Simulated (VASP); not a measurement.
Calculation: LDA (Ceperley-Alder, Perdew-Zunger), VASP's LDA PAW potentials (set 64) (plane waves; VASP).

The input files of a VASP run:

### INCAR
```
ALGO=Normal
EDIFF=1E-6
EDIFFG=-0.02
ENCUT=500
IBRION=2
ISIF=3
ISMEAR=1
LASPH=.True.
LCHARG=.False.
LMAXMIX=4
LREAL=.False.
LWAVE=.False.
NELM=100
NSW=40
PREC=Accurate
PSTRESS=450
SIGMA=0.1
SYSTEM=NiAl
```

### POSCAR
```
NiAl
1.0
  2.6795347105   0.0000000000   0.0000000000
  0.0000000000   2.6795347105   0.0000000000
  0.0000000000   0.0000000000   2.6795347105
Al Ni
1 1
direct
  0.5000000000   0.5000000000   0.5000000000
  0.0000000000   0.0000000000   0.0000000000
```

KPOINTS:
```
Automatic mesh
0
Gamma
14 14 14
0 0 0
```

POTCAR, in this order: Al Ni (LDA.64 set). Program: vasp_std.

Output

### OUTCAR
```
 ion  position               nearest neighbor table
   1  0.500  0.500  0.500-   2 2.32   2 2.32   2 2.32   2 2.32   2 2.32   2 2.32   2 2.32   2 2.32
  LATTYP: Found a simple cubic cell.
 ALAT       =     2.6795347105
 Subroutine PRICEL returns:
 Original cell was already a primitive cell.
 Subroutine GETGRP returns: Found 48 space group operations
The static configuration has the point symmetry O_h .
The dynamic configuration has the point symmetry O_h .
 Subroutine INISYM returns: Found 48 space group operations
 Subroutine IBZKPT returns following result:
 Found    120 irreducible k-points:

 Following reciprocal coordinates:
            Coordinates               Weight
  0.000000  0.000000  0.000000      1.000000
  0.071429  0.000000  0.000000      6.000000
  0.142857  0.000000  0.000000      6.000000
  0.214286  0.000000  0.000000      6.000000
  0.285714  0.000000  0.000000      6.000000
  0.357143  0.000000  0.000000      6.000000
  0.428571  0.000000  0.000000      6.000000
  0.500000  0.000000  0.000000      3.000000
  0.071429  0.071429  0.000000     12.000000
  0.142857  0.071429  0.000000     24.000000
  0.214286  0.071429  0.000000     24.000000
  0.285714  0.071429  0.000000     24.000000
  0.357143  0.071429  0.000000     24.000000
  0.428571  0.071429  0.000000     24.000000
  0.500000  0.071429  0.000000     12.000000
  0.142857  0.142857  0.000000     12.000000
  0.214286  0.142857  0.000000     24.000000
  0.285714  0.142857  0.000000     24.000000
  0.357143  0.142857  0.000000     24.000000
  0.428571  0.142857  0.000000     24.000000
  0.500000  0.142857  0.000000     12.000000
  0.214286  0.214286  0.000000     12.000000
  0.285714  0.214286  0.000000     24.000000
  0.357143  0.214286  0.000000     24.000000
  0.428571  0.214286  0.000000     24.000000
  0.500000  0.214286  0.000000     12.000000
  0.285714  0.285714  0.000000     12.000000
  0.357143  0.285714  0.000000     24.000000
  0.428571  0.285714  0.000000     24.000000
  0.500000  0.285714  0.000000     12.000000
  0.357143  0.357143  0.000000     12.000000
  0.428571  0.357143  0.000000     24.000000
  0.500000  0.357143  0.000000     12.000000
  0.428571  0.428571  0.000000     12.000000
  0.500000  0.428571  0.000000     12.000000
  0.500000  0.500000  0.000000      3.000000
  0.071429  0.071429  0.071429      8.000000
  0.142857  0.071429  0.071429     24.000000
  0.214286  0.071429  0.071429     24.000000
  0.285714  0.071429  0.071429     24.000000
   k-points           NKPTS =    120   k-points in BZ     NKDIM =    120   number of bands    NBANDS=     10
   number of dos      NEDOS =    301   number of ions     NIONS =      2
   total plane-waves  NPLWV =   8000
   dimension x,y,z NGX =    20 NGY =   20 NGZ =   20
   dimension x,y,z NGXF=    40 NGYF=   40 NGZF=   40
   ions per type =               1   1
   PREC   = accura    normal or accurate (medium, high low for compatibility)
   ISTART =      0    job   : 0-new  1-cont  2-samecut
   ICHARG =      2    charge: 1-file 2-atom 10-const
   ISPIN  =      1    spin polarized calculation?
   LNONCOLLINEAR =      F non collinear calculations
   LSORBIT =      F    spin-orbit coupling
   INIWAV =      1    electr: 0-lowe 1-rand  2-diag
   ENCUT  =  500.0 eV  36.75 Ry    6.06 a.u.   4.89  4.89  4.89*2*pi/ulx,y,z
   NELM   =    100;   NELMIN=  2; NELMDL= -5     # of ELM steps
   EDIFF  = 0.1E-05   stopping-criterion for ELM
   LREAL  =      F    real-space projection
   NLSPLINE    = F    spline interpolate recip. space projectors
   LMAXMIX     =    4 max onsite mixed and CHGCAR
   VOSKOWN=      0    Vosko Wilk Nusair interpolation
...
```

**OSZICAR**
```
       N       E                     dE             d eps       ncg     rms          rms(c)
DAV:   1     0.405616515170E+02    0.40562E+02   -0.56994E+03  2456   0.142E+03
DAV:   2    -0.120752952143E+02   -0.52637E+02   -0.49809E+02  2418   0.215E+02
DAV:   3    -0.133496786043E+02   -0.12744E+01   -0.12649E+01  2826   0.432E+01
DAV:   4    -0.133689963514E+02   -0.19318E-01   -0.19306E-01  2812   0.481E+00
DAV:   5    -0.133694805835E+02   -0.48423E-03   -0.48421E-03  2734   0.781E-01    0.139E+01
DAV:   6    -0.140594517600E+02   -0.68997E+00   -0.45157E+01  2630   0.128E+02    0.121E+01
DAV:   7    -0.118072790439E+02    0.22522E+01   -0.13364E+01  2646   0.756E+01    0.172E+00
DAV:   8    -0.117856132756E+02    0.21666E-01   -0.17122E-01  2680   0.466E+00    0.120E+00
DAV:   9    -0.117677517136E+02    0.17862E-01   -0.52826E-02  2866   0.414E+00    0.159E-01
DAV:  10    -0.117675655578E+02    0.18616E-03   -0.72535E-04  2598   0.377E-01    0.118E-01
DAV:  11    -0.117675612175E+02    0.43402E-05   -0.61509E-05  3286   0.138E-01    0.296E-02
DAV:  12    -0.117675598402E+02    0.13773E-05   -0.35622E-06  2634   0.249E-02    0.608E-03
DAV:  13    -0.117675597966E+02    0.43537E-07   -0.22972E-07  1338   0.742E-03
   1 F= -.63639984E+01 E0= -.63640188E+01  d E =-.636400E+01
```

**OUTCAR**
```
------------------------ aborting loop because EDIFF is reached ----------------------------------------
  FORCE on cell =-STRESS in cart. coord.  units (eV):
  Direction    XX          YY          ZZ          XY          YZ          ZX
  --------------------------------------------------------------------------------------
  Total        5.4035338      5.4035338      5.4035338      0.0000000     -0.0000000      0.0000000
  in kB      449.9976973    449.9976973    449.9976973      0.0000000     -0.0000000      0.0000000
  external PRESSURE =      -0.0023027 kB  Pullay stress =     450.0000000 kB
  volume of cell :       19.24
      direct lattice vectors                 reciprocal lattice vectors
     2.679534711  0.000000000  0.000000000     0.373199122  0.000000000  0.000000000
     0.000000000  2.679534711  0.000000000     0.000000000  0.373199122  0.000000000
     0.000000000  0.000000000  2.679534711     0.000000000  0.000000000  0.373199122
 POSITION                                       TOTAL-FORCE (eV/Angst)
 -----------------------------------------------------------------------------------
      1.33977      1.33977      1.33977         0.000000      0.000000      0.000000
      0.00000      0.00000      0.00000         0.000000      0.000000      0.000000
 -----------------------------------------------------------------------------------
    total drift:                               -0.000000      0.000000     -0.000000
  FREE ENERGIE OF THE ION-ELECTRON SYSTEM (eV)
  ---------------------------------------------------
  free  energy   TOTEN  =       -11.7675597966 eV

  energy  without entropy=      -11.7676210930  energy(sigma->0) =      -11.76758023
  enthalpy is  TOTEN    =        -6.3639983665 eV   P V=        5.4035614301

 reached required accuracy - stopping structural energy minimisation
```
(Selected blocks of OUTCAR.)

The compound is NiAl in the CsCl type structure. It was relaxed first under an external pressure of 45 GPa. The run is not spin-polarised, so no magnetic state was tried. The electron count is odd and the run is not spin-polarised, which forces a metal.
